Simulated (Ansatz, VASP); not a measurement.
# NaCuH4 in VASP and in Ansatz

Contents of INCAR:

```
PREC = Accurate
ENCUT = 600
EDIFF = 1E-7
ISMEAR = 0
SIGMA = 0.1
LREAL = F
LASPH = T
NELM = 80
ALGO = Normal
ISIF = 3
LWAVE = F
LCHARG = F
GGA = PE
IBRION = 2
NSW = 90
EDIFFG = -0.04
```

File KPOINTS:

```
Automatic mesh
0
Gamma
  6 6 4
```

The input POSCAR:

```
NaCuH4
1.0
    3.1812371158      0.0000000000      0.0000000000
    0.0000000000      3.1812371158      0.0000000000
    0.0000000000      0.0000000000      4.9838419989
Na Cu H
1 1 4
Direct
    0.0000000000      0.0000000000      0.0000000000
    0.5000000000      0.5000000000      0.5000000000
    0.5000000000      0.0000000000      0.3361888221
    0.0000000000      0.5000000000      0.6638111779
    0.5000000000      0.0000000000      0.6638111779
    0.0000000000      0.5000000000      0.3361888221
```

Input for Ansatz:

```yaml
crystal:
  lattice:
    - [3.1812371158, 0.0, 0.0]
    - [0.0, 3.1812371158, 0.0]
    - [0.0, 0.0, 4.9838419989]
  atoms:
    - { symbol: Na, position: [0.0, 0.0, 0.0] }
    - { symbol: Cu, position: [0.5, 0.5, 0.5] }
    - { symbol: H, position: [0.5, 0.0, 0.3361888221] }
    - { symbol: H, position: [0.0, 0.5, 0.6638111779] }
    - { symbol: H, position: [0.5, 0.0, 0.6638111779] }
    - { symbol: H, position: [0.0, 0.5, 0.3361888221] }
basis:
  ecutwfc: 420
kpoints:
  mp_grid: { grid: [6, 6, 4] }
hamiltonian:
  xc: pbe
scf:
  occupations: { method: gaussian, width: 0.1 }
  lower_state_search: "off"
output:
  forces: true
  stress: true
  eigenvalues: true
relax:
  adjacent_minimum: "off"
  f_tol: 0.04
  max_steps: 70
  cell: { stress_tol: 0.4 }
```

Alike in both runs: task relaxation of cell and atoms; functional PBE; k mesh 6 × 6 × 4; occupations gaussian, width 0.1 eV; no spin polarisation.

|  | VASP | Ansatz |
| --- | --- | --- |
| version | VASP 6.6.1 | Ansatz 0.2.0 |
| potentials or method | VASP PAW PBE potentials, release 64 (Na_pv, Cu, H) | scalar-relativistic, plane waves, PAW |
| plane-wave cutoff (eV) | 600 | 420 |
| valence electrons in the cell | 22 | 32 |

Ansatz gave:

```
gap on the k mesh at the Fermi level, each at its own relaxed structure (eV) : none
relaxed volume (Å³/atom)                                                     : 8.43
relaxed cell length with the largest relative difference (Å)                 : 5.039
```

What did VASP give for the same quantities?

gap on the k mesh at the Fermi level, each at its own relaxed structure (eV): none; relaxed volume (Å³/atom): 8.41; relaxed cell length with the largest relative difference (Å): 4.984.

A gap of «none» marks a metal or a gap that the smearing closes. The two sets of potentials don't hold the same shells in valence.

Caveats: the relaxation stopped at its first step, so nothing moved.
